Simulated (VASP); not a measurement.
Crystal: BaB.

```
Ba B
1.0
     3.66684    0.00000    0.00000
     0.00000    3.66684    0.00000
     0.00000    0.00000    3.66684
Ba B
1 1
Direct
  0.00000 0.00000 0.00000
  0.50000 0.50000 0.50000
```

The cell was built by a generator and needn't be a form met in nature.

```yaml
Program: VASP 6.6.1
Task: relaxation of cell and atoms
Functional: PBE
Potentials_or_basis: VASP PAW PBE potentials, release 64 (Ba_sv, B)
Cutoff: 600 eV
k_mesh: 16 × 16 × 16
Occupations: gaussian, width 0.1 eV
Spin: no spin polarisation
```

At the start: pressure 1.6 GPa; volume 24.65 Å³/atom.

Question: How do energy, volume and symmetry change on relaxing?

Answer: Over 3 steps the energy falls by 4.9 meV/atom and the volume is 25.64 Å³/atom (+4.0 %); space group Pm-3m (No. 221, to 0.05 Å).

Step by step:
| step | energy change (eV) | largest force (eV/Å) | pressure (GPa) | volume (Å³) |
| --- | --- | --- | --- | --- |
| 1 | 0.0000 | 0.0000 | 1.56 | 49.30 |
| 2 | -0.0096 | 0.0000 | 0.21 | 51.03 |
| 3 | -0.0098 | 0.0000 | 0.04 | 51.29 |

Final structure:
```
CELL_PARAMETERS angstrom
3.71541 0.00000 0.00000
0.00000 3.71541 0.00000
0.00000 0.00000 3.71541
ATOMIC_POSITIONS crystal
Ba 0.00000 0.00000 0.00000
B 0.50000 0.50000 0.50000
```
